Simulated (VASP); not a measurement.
# C₂NH₄Br: harmonic vibrations of a molecule

C₂NH₄Br, molecule in box, 8 atoms in the cell. PBE, harmonic vibrations; PAW potentials C, N, Br, H (PBE set).

## Input

INCAR.step1:
```
PREC = Accurate ; ENCUT = 400
EDIFF = 1E-8 ; ISMEAR = 0
SIGMA = 0.01 ; ISYM = 0
LREAL = F ; LASPH = T
NELM = 100 ; ALGO = Normal
LWAVE = F ; LCHARG = F
IBRION = 2 ; NSW = 60
ISIF = 2 ; EDIFFG = -0.002
POTIM = 0.5
```

INCAR.step2, as INCAR.step1 but for:
```
- IBRION = 2
- NSW = 60
- ISIF = 2
- EDIFFG = -0.002
- POTIM = 0.5
+ IBRION = 5
+ NFREE = 2
+ POTIM = 0.015
+ NSW = 1
```

KPOINTS:
```
k-points
0
Gamma
  1 1 1
```

POSCAR.step1:
```
H4C2BrN
1.0
   12.0000000000      0.0000000000      0.0000000000
    0.0000000000     14.0000000000      0.0000000000
    0.0000000000      0.0000000000     12.0000000000
C N Br H
2 1 1 4
Direct
    0.4872333300      0.6145178600      0.5364708300
    0.5628666700      0.4808607100      0.4536125000
    0.5042250000      0.5126321400      0.5303708300
    0.5904666700      0.3482821400      0.4379625000
    0.3978750000      0.6290535700      0.5326708300
    0.5166333300      0.6398750000      0.6173791700
    0.5294916700      0.6547178600      0.4702375000
    0.6042916700      0.5221250000      0.3882875000
```

Commands (each step's output is kept before the next begins):
```
cat potpaw_PBE.64/C/POTCAR potpaw_PBE.64/N/POTCAR potpaw_PBE.64/Br/POTCAR potpaw_PBE.64/H/POTCAR > POTCAR
cp INCAR.step1 INCAR
cp POSCAR.step1 POSCAR
mpirun -np 8 vasp_gam > vasp.out
cp CONTCAR POSCAR
cp INCAR.step2 INCAR
mpirun -np 8 vasp_gam > vasp.out
```

## Result

- Vibrations (cm⁻¹; a negative value is imaginary): 3036, 3017, 2989, 2924, 1674, 1445, 1427, 1380, 1237, 1103, 1086, 987, 855, 742, 322, 244, 224, 197
- Zero-point energy (eV): 1.543
- Translations and rotations, which should read zero (cm⁻¹): -26, -3, -1, 3, 13, 14
- Vibrational entropy at 298 K (meV/K): 0.342
- Displaced cells: 48
- Ionic steps, all stages: 89
- Electronic steps, all stages: 1422

VASP 6.6.1 took 1798 s on 8 cores (AMD EPYC 7R43 (Zen 3)), a shared host.
